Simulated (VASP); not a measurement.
A VASP calculation is set up with these files.

File POSCAR:
```
Pd
1
    0.0000000000     1.9528884919     1.9528884919
    1.9528884919     0.0000000000     1.9528884919
    1.9528884919     1.9528884919     0.0000000000
Pd
1
Direct
  0.0000000000   0.0000000000   0.0000000000
```

### INCAR
```
# general
SYSTEM  =Pd
PREC    =Accurate
ENCUT   =520
LREAL   =F
LASPH   =T   # aspherical one-centre terms

# electronic loop
EDIFF   =1E-7   # SCF stop (eV)
NELM    =100   # most electronic steps
ALGO    =Normal   # blocked Davidson
LMAXMIX =4

# smearing
ISMEAR  =1   # Methfessel-Paxton
SIGMA   =0.1   # width (eV)

# functional
GGA     =MK
LUSE_VDW=T
AGGAC   =0.0
PARAM1  =0.1234
PARAM2  =1.0

# ions
ISIF    =2   # forces and stress, cell fixed

# output
LWAVE   =F
LCHARG  =F
```

### KPOINTS
```
Automatic mesh
0
gamma
  16 16 16
```

POTCAR, in this order: Pd (PBE.64 set). Program: vasp_std.

Question: Translate this optB86b-vdW calculation to Quantum ESPRESSO's pw.x.

Answer: One equivalent input (not run):
```
&CONTROL
  calculation = 'scf'
  pseudo_dir = './pseudo'
  outdir = './out'
  tprnfor = .true.
  tstress = .true.
/
&SYSTEM
  ibrav = 0
  nat = 1
  ntyp = 1
  ecutwfc = 82
  occupations = 'smearing'
  smearing = 'methfessel-paxton'
  degauss = 0.00735
  input_dft = 'vdw-df-ob86'
/
&ELECTRONS
  conv_thr = 7.3e-09
  electron_maxstep = 100
/
ATOMIC_SPECIES
  Pd 106.420 Pd.upf
CELL_PARAMETERS angstrom
     0.0000000    1.9528885    1.9528885
     1.9528885    0.0000000    1.9528885
     1.9528885    1.9528885    0.0000000
ATOMIC_POSITIONS crystal
  Pd   0.0000000  0.0000000  0.0000000
K_POINTS automatic
  16 16 16 0 0 0
```
Limits of the translation: the potentials are each code's own (VASP's PAW set, PseudoDojo norm-conserving files in pw.x), so ENCUT and ecutwfc are chosen apart and not converted; conv_thr bounds pw.x's estimated SCF error, while EDIFF bounds the energy change between steps.

The compound is Pd in the fcc structure. It was relaxed first.
